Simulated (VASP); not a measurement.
An input for Quantum ESPRESSO's pw.x (written as the equivalent of a VASP run, and not itself run):

```
&CONTROL
  calculation = 'scf'
  pseudo_dir = './pseudo'
  outdir = './out'
  tprnfor = .true.
  tstress = .true.
/
&SYSTEM
  ibrav = 0
  nat = 4
  ntyp = 2
  ecutwfc = 84
  occupations = 'tetrahedra'
  input_dft = 'rpbe'
/
&ELECTRONS
  conv_thr = 7.3e-09
  electron_maxstep = 100
/
ATOMIC_SPECIES
  Sn 118.710 Sn.upf
  O 15.999 O.upf
CELL_PARAMETERS angstrom
     3.9124299    0.0000000    0.0000000
     0.0000000    3.9124299    0.0000000
     0.0000000    0.0000000    5.4502714
ATOMIC_POSITIONS crystal
  Sn   0.5000000  0.0000000  0.7858586
  Sn   0.0000000  0.5000000  0.2141414
  O    0.5000000  0.5000000  0.0000000
  O    0.0000000  0.0000000  0.0000000
K_POINTS automatic
  6 6 5 0 0 0
```

### Question
Translate this input to VASP (INCAR, KPOINTS, POSCAR, choice of POTCAR).

### Answer
This is not unique; one that fits is 
KPOINTS:
```
K-points
0
G
 6 6 5
```

File POSCAR:
```
SnO
1
    3.9124298728     0.0000000000     0.0000000000
    0.0000000000     3.9124298728     0.0000000000
    0.0000000000     0.0000000000     5.4502714179
Sn O
2 2
Direct
  0.5000000000   0.0000000000   0.7858585868
  0.0000000000   0.5000000000   0.2141414132
  0.5000000000   0.5000000000   0.0000000000
  0.0000000000   0.0000000000   0.0000000000
```

### INCAR
```
ISMEAR  =  -5   ! tetrahedra, Bloechl
LORBIT  =  11   ! lm-projected
EDIFF  =  1E-7   ! SCF stop (eV)
ISIF  =  2
LWAVE  =  .FALSE.
LMAXMIX  =  4
NELM  =  100   ! most electronic steps
ENCUT  =  520   ! plane-wave cut-off (eV)
PREC  =  Accurate
LASPH  =  .TRUE.
LREAL  =  .FALSE.
SYSTEM  =  SnO
LCHARG  =  .TRUE.
GGA  =  RP   ! RPBE
NEDOS  =  601   ! DOS grid
LEFG  =  .TRUE.
ALGO  =  Normal   ! blocked Davidson
```

POTCAR, in this order: Sn_d O (PBE.64 set). Program: vasp_std.

Limits of the translation: the potentials are each code's own (VASP's PAW set, PseudoDojo norm-conserving files in pw.x), so ENCUT and ecutwfc are chosen apart and not converted; conv_thr bounds pw.x's estimated SCF error, while EDIFF bounds the energy change between steps; the field gradients of LEFG aren't asked of the other code.

The compound is SnO in the litharge structure. It was relaxed first, which changed the volume by +19 %.
